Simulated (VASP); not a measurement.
The system is Ga2GeO5.

```
Ga Ge O
1.0
     0.00000    3.97130    3.97130
     3.97130    0.00000    3.97130
     3.97130    3.97130    0.00000
Ga Ge O
2 1 5
Direct
  0.50000 0.50000 0.50000
  0.25000 0.25000 0.25000
  0.75000 0.75000 0.75000
  0.12281 0.63157 0.12281
  0.12281 0.12281 0.12281
  0.63157 0.12281 0.12281
  0.12281 0.12281 0.63157
  0.00000 0.00000 0.00000
```

The cell was built by a generator and needn't be a form met in nature.

- Program: VASP 6.6.1
- Task: relaxation of cell and atoms
- Functional: PBE
- Potentials or basis: VASP PAW PBE potentials, release 64 (Ga_d, Ge_d, O)
- Cutoff: 520 eV
- k mesh: 3 × 3 × 3
- Occupations: gaussian, width 0.15 eV
- Spin: no spin polarisation

At the start: pressure 7.9 GPa; volume 15.66 Å³/atom.

Where does the relaxation end?

Over 5 steps the energy falls by 40.9 meV/atom and the volume is 17.15 Å³/atom (+9.5 %); space group F-43m (No. 216, to 0.05 Å).

Step by step:
```csv
step,energy change (eV),largest force (eV/Å),pressure (GPa),volume (Å³)
1,0.0000,1.3038,7.86,125.26
2,-0.2373,0.9517,-1.56,139.72
3,-0.3067,0.3669,0.90,134.54
4,-0.3067,0.3511,1.48,134.35
5,-0.3268,0.0056,-0.22,137.19
```

Final structure:
```xyz
8
Lattice="0.0000 4.0935 4.0935 4.0935 0.0000 4.0935 4.0935 4.0935 0.0000" Properties=species:S:1:pos:R:3 pbc="T T T"
Ga    4.0935    4.0935    4.0935
Ga    2.0468    2.0468    2.0468
Ge    6.1403    6.1403    6.1403
O     3.1034    0.9902    3.1034
O     0.9902    0.9902    0.9902
O     0.9902    3.1034    3.1034
O     3.1034    3.1034    0.9902
O     8.1871    8.1871    8.1871
```

Caveat: the k mesh is coarse (spacing up to 0.46 Å⁻¹), so the values aren't converged.
